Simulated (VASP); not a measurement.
Calculation: PBE GGA + U (Dudarev), VASP's PBE PAW potentials (set 64) (plane waves; VASP).

The input files of a VASP run:

**INCAR**
```
# general
SYSTEM   =CoSi2
PREC     =Accurate
ENCUT    =400
LREAL    =.FALSE.
LASPH    =.TRUE.

# electronic loop
EDIFF    =1E-6
NELM     =100
ALGO     =Normal
LMAXMIX  =4

# smearing
ISMEAR   =1
SIGMA    =0.1

# functional
GGA      =PE

# DFT+U
LDAU     =.TRUE.
LDAUTYPE =2
LDAUL    =2 -1
LDAUU    =6.0 0
LDAUJ    =0 0
LDAUPRINT=1

# ions
ISIF     =2

# output
LWAVE    =.FALSE.
LCHARG   =.FALSE.
LORBIT   =10
```

**POSCAR**
```
CoSi2
1
    0.0000000000     2.7336000000     2.7336000000
    2.7336000000     0.0000000000     2.7336000000
    2.7336000000     2.7336000000     0.0000000000
Co Si
1 2
Direct
  0.0000000000   0.0000000000   0.0000000000
  0.2500000000   0.2500000000   0.2500000000
  0.7500000000   0.7500000000   0.7500000000
```

### KPOINTS
```
Regular mesh
0
G
 9 9 9
```

POTCAR, in this order: Co Si (PBE.64 set). Program: vasp_std.

What will the output report for the number of irreducible k-points (NKPTS), number of bands (NBANDS), largest plane-wave count, number of space-group operations, FFT grid (NGX, NGY, NGZ)?

```json
{
  "number of irreducible k-points (NKPTS)": "35",
  "number of bands (NBANDS)": "12",
  "largest_plane_wave_count": "751",
  "number_of_space_group_operations": "48",
  "FFT grid (NGX, NGY, NGZ)": "28 × 28 × 28"
}
```

The compound is CoSi2 in the fluorite structure. The cell was not relaxed at this level. The run is one of a series of settings (LDAU = .TRUE., LDAUJ = 0 0, LDAUL = 2 -1, LDAUTYPE = 2, LDAUU = 6.0 0 against the base run), some of them coarse on purpose. The run is not spin-polarised, so no magnetic state was tried. The electron count is odd and the run is not spin-polarised, which forces a metal.
